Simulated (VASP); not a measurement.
# ScF3 (Pm-3m) in VASP: a series of runs, part 2 of 2

VASP 6.6.1. Earlier steps stand in the parts before.

## (3) Relaxation of cell and atoms, LDA, collinear spin, ferromagnetic start

This run uses another cell than the first one, of 15.79 Å³/atom, 0.978 times its volume.

INCAR reads:

```
PREC = Accurate ; ENCUT = 520
EDIFF = 1E-7 ; ISMEAR = 0
SIGMA = 0.02 ; LREAL = False
LASPH = True ; NELM = 120
ALGO = Fast ; ISIF = 3
LWAVE = False ; LCHARG = False
ISPIN = 2 ; MAGMOM = 1 0 0 0
LORBIT = 11 ; LMAXMIX = 4
IBRION = 2 ; NSW = 80
EDIFFG = -0.002
```

KPOINTS reads:

```
regular mesh
0
Gamma
  8 8 8
```

POSCAR reads:

```
ScF3                                    
1.0
    3.9826783539      0.0000000000      0.0000000000
    0.0000000000      3.9826783539      0.0000000000
   -0.0000000000     -0.0000000000      3.9826783539
  Sc              F             
     1     3
Direct
     0.0000000000000000    0.0000000000000000    0.0000000000000000
     0.5000000000000000    0.0000000000000000    0.0000000000000000
     0.0000000000000000    0.5000000000000000    0.0000000000000000
     0.0000000000000000    0.0000000000000000    0.5000000000000000
```

Potentials or basis: VASP PAW LDA potentials, release 64 (Sc_sv, F).

Launch:

```sh
> cat potpaw_LDA.64/Sc_sv/POTCAR potpaw_LDA.64/F/POTCAR > POTCAR
> mpirun -np 1 vasp_std > vasp.out
```

OUTCAR:

```text
PREC = Accurate
   ENCUT = 520
   EDIFF = 1E-7
   ISMEAR = 0
   LREAL = False
   LASPH = True
   NELM = 120
   ISIF = 3
   ISPIN = 2
   LORBIT = 11
   IBRION = 2
   NSW = 80
   EDIFFG = -0.002

 ion  position               nearest neighbor table
   1  0.000  0.000  0.000-   2 1.99   3 1.99   4 1.99   4 1.99   3 1.99   2 1.99
   2  0.500  0.000  0.000-   1 1.99   1 1.99
   3  0.000  0.500  0.000-   1 1.99   1 1.99
   4  0.000  0.000  0.500-   1 1.99   1 1.99

  LATTYP: Found a simple cubic cell.
 ALAT       =     3.9826783539

  Lattice vectors:

 A1 = (   3.9826783539,   0.0000000000,   0.0000000000)
 A2 = (   0.0000000000,   3.9826783539,   0.0000000000)
 A3 = (   0.0000000000,   0.0000000000,   3.9826783539)

Analysis of symmetry for initial positions (statically):
=====================================================================
 Subroutine PRICEL returns:
 Original cell was already a primitive cell.

 Routine SETGRP: Setting up the symmetry group for a
 simple cubic supercell.

 Subroutine GETGRP returns: Found 48 space group operations
 (whereof 48 operations were pure point group operations)
 out of a pool of 48 trial point group operations.

The static configuration has the point symmetry O_h .

Analysis of symmetry for dynamics (positions and initial velocities):
=====================================================================
 Subroutine PRICEL returns:
 Original cell was already a primitive cell.

 Routine SETGRP: Setting up the symmetry group for a
 simple cubic supercell.

 Subroutine GETGRP returns: Found 48 space group operations
 (whereof 48 operations were pure point group operations)
 out of a pool of 48 trial point group operations.

The dynamic configuration has the point symmetry O_h .

Analysis of structural, dynamic, and magnetic symmetry:
=====================================================================
 Subroutine PRICEL returns:
 Original cell was already a primitive cell.

 Routine SETGRP: Setting up the symmetry group for a
 simple cubic supercell.

 Subroutine GETGRP returns: Found 48 space group operations
 (whereof 48 operations were pure point group operations)
 out of a pool of 48 trial point group operations.

The overall configuration has the point symmetry O_h .

 Subroutine INISYM returns: Found 48 space group operations
 (whereof 48 operations are pure point group operations),
 and found     1 'primitive' translations

----------------------------------------------------------------------------------------

                                     Primitive cell

  volume of cell :      63.1722

  direct lattice vectors                    reciprocal lattice vectors
     3.982678354  0.000000000  0.000000000     0.251087311  0.000000000  0.000000000
     0.000000000  3.982678354  0.000000000     0.000000000  0.251087311  0.000000000
     0.000000000  0.000000000  3.982678354     0.000000000  0.000000000  0.251087311

  length of vectors
     3.982678354  3.982678354  3.982678354     0.251087311  0.251087311  0.251087311

  position of ions in fractional coordinates (direct lattice)
     0.000000000  0.000000000  0.000000000
     0.500000000  0.000000000  0.000000000
     0.000000000  0.500000000  0.000000000
     0.000000000  0.000000000  0.500000000
[... 69 lines left out ...]
 SYSTEM =  unknown system
   PREC   = accura    normal or accurate (medium, high low for compatibility)
   ISTART =      0    job   : 0-new  1-cont  2-samecut
   ICHARG =      2    charge: 1-file 2-atom 10-const
   ISPIN  =      2    spin polarized calculation?
   LNONCOLLINEAR =      F non collinear calculations
   LSORBIT =      F    spin-orbit coupling
   LASPH  =      T    aspherical Exc in radial PAW
   ENCUT  =  520.0 eV  38.22 Ry    6.18 a.u.   7.41  7.41  7.41*2*pi/ulx,y,z
   NELM   =    120;   NELMIN=  2; NELMDL= -5     # of ELM steps
   EDIFF  = 0.1E-06   stopping-criterion for ELM
   LREAL  =      F    real-space projection
   EDIFFG = -.2E-02   stopping-criterion for IOM
   NSW    =     80    number of steps for IOM
   IBRION =      2    ionic relax: 0-MD 1-quasi-New 2-CG
   NFREE  =      1    steps in history (QN), initial steepest desc. (CG)
   ISIF   =      3    stress and relaxation
   ISYM   =      2    0-nonsym 1-usesym 2-fastsym
   POTIM  = 0.5000    time-step for ionic-motion
   TEBEG  =    0.0;   TEEND  =   0.0 temperature during run
   PSTRESS=    0.0 pullay stress
   NELECT =      32.0000    total number of electrons
   NUPDOWN=      -1.0000    fix difference up-down
   EMIN   =  10.00;   EMAX   =-10.00  energy-range for DOS
   EFERMI =   0.00;   METHOD = LEGACY
   ISMEAR =     0;   SIGMA  =   0.02  broadening in eV -4-tet -1-fermi 0-gaus
   EFERMI_NEDOS =   21; number of points for ismear=-14 and -15
   IALGO  =     68    algorithm
   IMIX   =      4    mixing-type and parameters
     AMIX     =   0.40;   BMIX     =  1.00
     AMIX_MAG =   1.60;   BMIX_MAG =  1.00
  volume/ion in A,a.u.               =      15.79       106.58
  Fermi-wavevector in a.u.,A,eV,Ry     =   1.305017  2.466125 23.171675  1.703070
  Thomas-Fermi vector in A             =   2.435914
   LORBIT       =     11    0 simple, 1 ext, 2 COOP (PROOUT), +10 PAW based schemes
   GGA     = CA    functional components
   LHFCALC =     F    Hartree Fock is set to
   AEXX    =    0.0000 exact exchange contribution
   IVDW    =     0    specifies the selected vdW correction
   LEPSILON=     F    determine dielectric tensor
   LRPA    =     F    only Hartree local field effects (RPA)
 conjugate gradient relaxation of ions
 spin polarized calculation
 RMM-DIIS sequential band-by-band and
 Gauss-broadening in eV      SIGMA  =   0.02
  energy-cutoff  :      520.00
  volume of cell :       63.17
 maximum number of plane-waves:      1743
 NGX is ok and might be reduce to    30
   NGX = 15   NGY = 15   NGZ = 15

--------------------------------------- Ionic step        1  -------------------------------------------

 number of electron      31.9999968 magnetization      -0.0009716

 number of electron      31.9999968 magnetization       0.0000025

 Free energy of the ion-electron system (eV)
  ---------------------------------------------------
  ext. energy  EPLUGINS =         0.00000000
  ---------------------------------------------------
  free energy    TOTEN  =       -29.58732108 eV

  energy without entropy =      -29.58732108  energy(sigma->0) =      -29.58732108

------------------------ aborting loop because EDIFF is reached ----------------------------------------

  FORCE on cell =-STRESS in cart. coord.  units (eV):
  Direction    XX          YY          ZZ          XY          YZ          ZX
  --------------------------------------------------------------------------------------
  -------------------------------------------------------------------------------------
  Total       -0.0234880     -0.0234880     -0.0234880      0.0000000      0.0000000     -0.0000000
  in kB       -0.5957042     -0.5957042     -0.5957042      0.0000000      0.0000000     -0.0000000
  external PRESSURE =      -0.5957042 kB  Pullay stress =       0.0000000 kB
[... 67 lines left out ...]
 number of electron      31.9999968 magnetization      -0.0000000

 number of electron      31.9999968 magnetization       0.0000000

 Free energy of the ion-electron system (eV)
  ---------------------------------------------------
  ext. energy  EPLUGINS =         0.00000000
  ---------------------------------------------------
  free energy    TOTEN  =       -29.58732371 eV

  energy without entropy =      -29.58732371  energy(sigma->0) =      -29.58732371

 E-fermi :  -3.5491     XC(G=0):  -8.9745

 val. band max:       -3.7579326216   @ k =   0.5000   0.5000   0.5000
 cond. band min:       2.5404585422   @ k =   0.0000   0.0000   0.0000
 fundamental gap:      6.2983911638
 Fermi energy:        -3.5490911850

 spin component 1

 k-point     1 :       0.0000    0.0000    0.0000
  band No.  band energies     occupation
      1     -48.8832      1.00000
      2     -27.9434      1.00000
      3     -27.9434      1.00000
      4     -27.9434      1.00000
      5     -23.4617      1.00000
      6     -23.1766      1.00000
[... 565 lines left out ...]
     20       5.4159      0.00000
     21       7.0689      0.00000

 [... further k-points ...]

 spin component 2

 k-point     1 :       0.0000    0.0000    0.0000
  band No.  band energies     occupation
      1     -48.8832      1.00000
      2     -27.9434      1.00000
      3     -27.9434      1.00000
      4     -27.9434      1.00000
      5     -23.4617      1.00000
      6     -23.1766      1.00000
[... 598 lines left out ...]
  FREE ENERGIE OF THE ION-ELECTRON SYSTEM (eV)
  ---------------------------------------------------
  free  energy   TOTEN  =       -29.5873237126 eV

  energy  without entropy=      -29.5873237126  energy(sigma->0) =      -29.58732371

 reached required accuracy - stopping structural energy minimisation

 total charge

# of ion       s       p       d       tot
------------------------------------------
    1        2.209   6.290   1.021   9.520
    2        1.729   4.375   0.000   6.104
    3        1.729   4.375   0.000   6.104
    4        1.729   4.375   0.000   6.104
--------------------------------------------------
tot          7.397  19.415   1.021  27.833

 magnetization (x)

# of ion       s       p       d       tot
------------------------------------------
    1       -0.000  -0.000  -0.000  -0.000
    2       -0.000   0.000   0.000   0.000
    3       -0.000   0.000   0.000   0.000
    4       -0.000   0.000   0.000   0.000
--------------------------------------------------
tot         -0.000   0.000  -0.000   0.000
```

It took 71 s on 1 thread of Intel Xeon 6975P-C (Granite Rapids), shared host; peak memory 0.2 GiB.

What came out:

```yaml
Free_energy: -29.5873 eV
Relaxed_volume: 15.79 Å³/atom
Relaxed_cell: a = 3.982 Å, b = 3.982 Å, c = 3.982 Å, α = 90.00°, β = 90.00°, γ = 90.00°
Space_group_after_relaxing_to_0.05_Å: Pm-3m (No. 221)
Energy_gained_by_relaxing: 0.0 meV/atom
Ionic_steps: 3
Pressure_after_relaxing: 0.0 GPa
Band_gap_on_the_k_mesh: 6.30 eV, indirect (least direct gap 6.83 eV)
Net_moment: 0.00 μB per cell
Valence_electrons_inside_the_program's_atomic_spheres: Sc 9.52; F 6.10
```

Final structure:
```xyz
4
Lattice="3.9823 0.0000 0.0000 0.0000 3.9823 0.0000 0.0000 0.0000 3.9823" Properties=species:S:1:pos:R:3 pbc="T T T"
Sc    0.0000    0.0000    0.0000
F     1.9911    0.0000    0.0000
F     0.0000    1.9911    0.0000
F     0.0000    0.0000    1.9911
```
